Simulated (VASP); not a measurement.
Calculation: PBEsol GGA, VASP's PBE PAW potentials (set 64) (plane waves; VASP 6.6.1).

A VASP calculation is set up with these files.

### INCAR
```
! general
SYSTEM =Ge6Si2
PREC   =Accurate
ENCUT  =400
LREAL  =.FALSE.
LASPH  =.TRUE.

! electronic loop
EDIFF  =1E-6
NELM   =100
ALGO   =Normal
LMAXMIX=4

! smearing
ISMEAR =0
SIGMA  =0.05

! functional
GGA    =PS

! ions
IBRION =2
NSW    =60
ISIF   =3
EDIFFG =-0.02

! output
LWAVE  =.FALSE.
LCHARG =.FALSE.
```

### POSCAR
```
Ge6Si2
1.0
  0.0070398409   5.6064427088   5.5759785978
  5.6064427088   0.0070398409   5.5759785978
  2.8067412749   2.8067412749   0.0000000000
Si Ge
2 6
direct
  0.0027972574   0.0027972574   0.9944054852
  0.1222027426   0.1222027426   0.2555945148
  0.0014741142   0.4955475379   0.0029783479
  0.1235258858   0.6294524621   0.2470216521
  0.4955475379   0.0014741142   0.0029783479
  0.6294524621   0.1235258858   0.2470216521
  0.5000270947   0.5000270947   0.9999458105
  0.6249729053   0.6249729053   0.2500541895
```

File KPOINTS:
```
kpoints
0
gamma
  3 3 6
0 0 0
```

POTCAR, in this order: Si Ge_d (PBE.64 set). Program: vasp_std.

Q: Predict the energy per atom (σ→0), volume per atom, band gap (on the k-mesh).

A: 
The energy per atom (σ→0) is -5.109 eV/atom and the band gap (on the k-mesh) comes out as 0.16 eV. The volume per atom is 21.94 Å³/atom.

File OSZICAR:
```
...
DAV:   1    -0.408754327428E+02   -0.22792E-02   -0.83437E-02  2391   0.186E+00    0.315E-01
DAV:   2    -0.408742240311E+02    0.12087E-02   -0.49391E-03  2112   0.104E+00    0.190E-01
DAV:   3    -0.408734079714E+02    0.81606E-03   -0.10443E-03  2387   0.662E-01    0.218E-02
DAV:   4    -0.408734539127E+02   -0.45941E-04   -0.62788E-04  1930   0.434E-01    0.166E-02
DAV:   5    -0.408734558238E+02   -0.19110E-05   -0.12285E-04  2256   0.188E-01    0.947E-03
DAV:   6    -0.408734554475E+02    0.37632E-06   -0.22065E-05  1984   0.130E-01    0.302E-03
DAV:   7    -0.408734561487E+02   -0.70125E-06   -0.79065E-06  1984   0.485E-02
   4 F= -.40873456E+02 E0= -.40873414E+02  d E =-.302304E-03
```

The structure was generated: Ge6Si2 was put into an ordered model structure (Cmcm), which need not be its known phase. This run relaxes it. Symmetry was kept, so distortions that lower it aren't found. The start is the result of an earlier pass.
